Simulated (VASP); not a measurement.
Output of a VASP run:

File OSZICAR:
```
...
DAV:   6    -0.410944561773E+02    0.22131E+01   -0.22680E+00  1184   0.106E+01    0.542E+00
DAV:   7    -0.404220694871E+02    0.67239E+00   -0.22415E+00  1180   0.106E+01    0.142E+00
DAV:   8    -0.404227262396E+02   -0.65675E-03   -0.68881E-02  1172   0.187E+00    0.142E-01
DAV:   9    -0.404222327838E+02    0.49346E-03   -0.17178E-03  1260   0.337E-01    0.603E-02
DAV:  10    -0.404222357936E+02   -0.30098E-05   -0.55697E-05  1300   0.626E-02    0.195E-02
DAV:  11    -0.404222331365E+02    0.26571E-05   -0.73157E-06  1244   0.208E-02    0.193E-03
DAV:  12    -0.404222331153E+02    0.21176E-07   -0.21817E-07   852   0.431E-03
   1 F= -.38476801E+02 E0= -.38476801E+02  d E =-.384768E+02
       N       E                     dE             d eps       ncg     rms          rms(c)
DAV:   1    -0.403655239744E+02    0.56709E-01   -0.76809E-01  1072   0.873E+00    0.790E-01
DAV:   2    -0.403526793619E+02    0.12845E-01   -0.21307E-02  1184   0.118E+00    0.429E-01
DAV:   3    -0.403484143037E+02    0.42651E-02   -0.12347E-02  1116   0.795E-01    0.475E-02
DAV:   4    -0.403483948999E+02    0.19404E-04   -0.19319E-04  1264   0.119E-01    0.341E-02
DAV:   5    -0.403483717153E+02    0.23185E-04   -0.95287E-06  1204   0.343E-02    0.339E-03
DAV:   6    -0.403483716834E+02    0.31874E-07   -0.27026E-07   816   0.436E-03
   2 F= -.38469914E+02 E0= -.38469914E+02  d E =0.688658E-02
       N       E                     dE             d eps       ncg     rms          rms(c)
DAV:   1    -0.404069849075E+02   -0.58613E-01   -0.25678E-01  1100   0.499E+00    0.456E-01
DAV:   2    -0.404026580275E+02    0.43269E-02   -0.68365E-03  1180   0.674E-01    0.249E-01
DAV:   3    -0.404011964122E+02    0.14616E-02   -0.42845E-03  1128   0.463E-01    0.270E-02
DAV:   4    -0.404011892650E+02    0.71472E-05   -0.67030E-05  1248   0.697E-02    0.187E-02
DAV:   5    -0.404011809633E+02    0.83017E-05   -0.30482E-06  1168   0.200E-02    0.172E-03
DAV:   6    -0.404011809582E+02    0.51471E-08   -0.62857E-08   732   0.217E-03
   3 F= -.38483872E+02 E0= -.38483872E+02  d E =-.707071E-02
       N       E                     dE             d eps       ncg     rms          rms(c)
DAV:   1    -0.404169088711E+02   -0.15728E-01   -0.10572E+00  1008   0.860E+00    0.696E-01
DAV:   2    -0.403954573736E+02    0.21451E-01   -0.28972E-02  1104   0.136E+00    0.366E-01
DAV:   3    -0.403874408486E+02    0.80165E-02   -0.26067E-02  1196   0.114E+00    0.886E-02
DAV:   4    -0.403874136416E+02    0.27207E-04   -0.46142E-04  1176   0.181E-01    0.622E-02
DAV:   5    -0.403873631775E+02    0.50464E-04   -0.77196E-05  1200   0.794E-02    0.376E-03
DAV:   6    -0.403873632429E+02   -0.65380E-07   -0.11812E-06   920   0.108E-02
   4 F= -.38494682E+02 E0= -.38494682E+02  d E =-.108099E-01
       N       E                     dE             d eps       ncg     rms          rms(c)
DAV:   1    -0.404371885323E+02   -0.49825E-01   -0.29968E+00  1008   0.146E+01    0.118E+00
DAV:   2    -0.403773745742E+02    0.59814E-01   -0.81187E-02  1092   0.228E+00    0.617E-01
DAV:   3    -0.403551799201E+02    0.22195E-01   -0.71766E-02  1168   0.190E+00    0.148E-01
DAV:   4    -0.403550927424E+02    0.87178E-04   -0.12589E-03  1176   0.303E-01    0.981E-02
DAV:   5    -0.403549692130E+02    0.12353E-03   -0.18293E-04  1196   0.124E-01    0.527E-03
DAV:   6    -0.403549694246E+02   -0.21163E-06   -0.26859E-06  1184   0.157E-02
   5 F= -.38503209E+02 E0= -.38503209E+02  d E =-.193368E-01
```

**OUTCAR**
```
------------------------ aborting loop because EDIFF is reached ----------------------------------------
  FORCE on cell =-STRESS in cart. coord.  units (eV):
  Direction    XX          YY          ZZ          XY          YZ          ZX
  --------------------------------------------------------------------------------------
  Total        1.9224062      1.9224050      1.7756608      0.0000000      0.0000000     -0.0000000
  in kB      103.8150349    103.8149700     95.8903902      0.0000000      0.0000000     -0.0000000
  external PRESSURE =       1.1734650 kB  Pullay stress =     100.0000000 kB
  volume of cell :       29.67
      direct lattice vectors                 reciprocal lattice vectors
     1.214043798 -2.102784884  0.000000000     0.411846756 -0.237779910 -0.000000000
     1.214043798  2.102784884 -0.000000000     0.411846756  0.237779910 -0.000000000
     0.000000000 -0.000000000  5.810804946    -0.000000000  0.000000000  0.172093197
 POSITION                                       TOTAL-FORCE (eV/Angst)
 -----------------------------------------------------------------------------------
      0.00000     -0.00000      1.45270        -0.000000     -0.000000      0.000000
      0.00000      0.00000      4.35810         0.000000     -0.000000     -0.000000
      1.21404      0.70093      1.45270        -0.000000      0.000000     -0.000000
      1.21404     -0.70093      4.35810         0.000000     -0.000000      0.000000
 -----------------------------------------------------------------------------------
    total drift:                                0.000000     -0.000000      0.000000
  FREE ENERGIE OF THE ION-ELECTRON SYSTEM (eV)
  ---------------------------------------------------
  free  energy   TOTEN  =       -40.3549694246 eV

  energy  without entropy=      -40.3549694246  energy(sigma->0) =      -40.35496942
  enthalpy is  TOTEN    =       -38.5032085156 eV   P V=        1.8517609090

 reached required accuracy - stopping structural energy minimisation
```
(Selected blocks of OUTCAR.)

**POSCAR**
```
C
1
    1.2182703997    -2.1101056656     0.0000000000
    1.2182703997     2.1101056656     0.0000000000
    0.0000000000     0.0000000000     6.0624585070
C
4
Direct
  0.0000000000   0.0000000000   0.2500000000
  0.0000000000   0.0000000000   0.7500000000
  0.3333330000   0.6666670000   0.2500000000
  0.6666670000   0.3333330000   0.7500000000
```

Write an INCAR and KPOINTS that could have produced this output.

Several could match; the one computed here: the input of the run itself, LDA (Ceperley-Alder, Perdew-Zunger), plane waves, VASP's LDA PAW potentials (set 64).

### INCAR
```
SYSTEM = C
PREC = Accurate
ENCUT = 620
EDIFF = 1E-6
NELM = 100
ALGO = Normal
LREAL = .FALSE.
LASPH = .TRUE.
ISMEAR = 0
SIGMA = 0.05
LWAVE = .FALSE.
LCHARG = .FALSE.
IBRION = 2
ISIF = 3
NSW = 40
EDIFFG = -0.02
PSTRESS = 100
```

**KPOINTS**
```
Automatic mesh
0
gamma
 10 10 4
```

POTCAR, in this order: C (LDA.64 set). Program: vasp_std.

Energy and stress use the plane-wave basis of the starting cell.

The compound is C in the graphite structure. This run relaxes it under an external pressure of 10 GPa. Symmetry was kept, so distortions that lower it aren't found.
